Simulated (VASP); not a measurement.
Computed with PBEsol GGA, VASP's PBE PAW potentials (set 64) (plane waves; VASP 6.6.1).

A VASP calculation is set up with these files.

### INCAR
```
SYSTEM=I
ISIF=3   ! ions, shape and volume
ENCUT=400   ! plane-wave cut-off (eV)
LCHARG=.FALSE.
EDIFFG=-0.01
LASPH=.TRUE.   ! aspherical one-centre terms
EDIFF=1E-6
LWAVE=.FALSE.
PREC=Accurate
LMAXMIX=4
SIGMA=0.1   ! width (eV)
ALGO=Normal   ! blocked Davidson
IBRION=2   ! conjugate gradients
ISMEAR=1   ! Methfessel-Paxton
GGA=PS   ! PBEsol
NELM=100   ! most electronic steps
NSW=60   ! most ionic steps
LREAL=.FALSE.   ! projection in real space or not
```

### POSCAR
```
I
1
    0.0000000000     2.5149965750     2.5149965750
    2.5149965750    -0.0000000000     2.5149965750
    2.5149965750     2.5149965750    -0.0000000000
I
1
Direct
  0.0000000000   0.0000000000   0.0000000000
```

KPOINTS:
```
Automatic mesh
0
Gamma
11 11 11
0 0 0
```

POTCAR, in this order: I (PBE.64 set). Program: vasp_std.

Q: What will the output report for the number of irreducible k-points (NKPTS), number of bands (NBANDS), largest plane-wave count, number of space-group operations, FFT grid (NGX, NGY, NGZ)?

A: 
number of irreducible k-points (NKPTS): 56
number of bands (NBANDS): 7
largest plane-wave count: 586
number of space-group operations: 48
FFT grid (NGX, NGY, NGZ): 24 × 24 × 24

The structure was generated: I was put into the fcc type (Fm-3m), which need not be its known phase. This run relaxes it. Symmetry was kept, so distortions that lower it aren't found. The start is the result of an earlier pass.
